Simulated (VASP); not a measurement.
An input for Ansatz (written as the equivalent of a VASP run, and not itself run):

Ansatz 0.2 input:
```yaml
crystal:
  lattice:
    - [3.8235780, 0.0000000, 0.0000000]
    - [0.0000000, 3.8235780, 0.0000000]
    - [0.0000000, 0.0000000, 4.6706938]
  atoms:
    - { symbol: Sn, position: [0.5000000, 0.0000000, 0.7490816] }
    - { symbol: Sn, position: [0.0000000, 0.5000000, 0.2509184] }
    - { symbol: O, position: [0.5000000, 0.5000000, 0.0000000] }
    - { symbol: O, position: [0.0000000, 0.0000000, 0.0000000] }
kpoints:
  mp_grid: { grid: [7, 7, 6] }
hamiltonian:
  xc: pbe
  dispersion: d4
  pseudopotentials: { kind: paw }
scf:
  occupations: { method: methfessel_paxton, width: 0.1 }
  max_iter: 100
relax:
  max_steps: 60
  f_tol: 0.02
  cell: {}
output: { forces: true, stress: true, eigenvalues: true }
```

Q: Translate this input to VASP (INCAR, KPOINTS, POSCAR, choice of POTCAR).

A: One answer among several that fit: 
**KPOINTS**
```
K-points
0
G
  7 7 6
0 0 0
```

INCAR:
```
# general
SYSTEM  = SnO
PREC    = Accurate
ENCUT   = 520
LREAL   = .False.
LASPH   = .True.

# electronic loop
EDIFF   = 1E-6
NELM    = 100
ALGO    = Normal
LMAXMIX = 4

# smearing
ISMEAR  = 1
SIGMA   = 0.1

# functional
GGA     = PE
IVDW    = 13

# ions
IBRION  = 2
NSW     = 60
ISIF    = 3
EDIFFG  = -0.02

# output
LWAVE   = .False.
LCHARG  = .False.
```

POSCAR:
```
SnO
1
    3.8235779986     0.0000000000     0.0000000000
    0.0000000000     3.8235779986     0.0000000000
    0.0000000000    -0.0000000000     4.6706937697
Sn O
2 2
Direct
  0.5000000000   0.0000000000   0.7490815578
  0.0000000000   0.5000000000   0.2509184422
  0.5000000000   0.5000000000   0.0000000000
  0.0000000000   0.0000000000   0.0000000000
```

POTCAR, in this order: Sn_d O (PBE.64 set). Program: vasp_std.

Limits of the translation: each code has its own PAW files, so the cut-off isn't converted (ENCUT is set for VASP's; basis.ecutwfc is left out, and Ansatz then takes the one that its files recommend); Ansatz stops its SCF on the density residual and VASP on the energy change (EDIFF).

The compound is SnO in the litharge structure. This run relaxes it. Symmetry was kept, so distortions that lower it aren't found. The start is the result of an earlier pass.
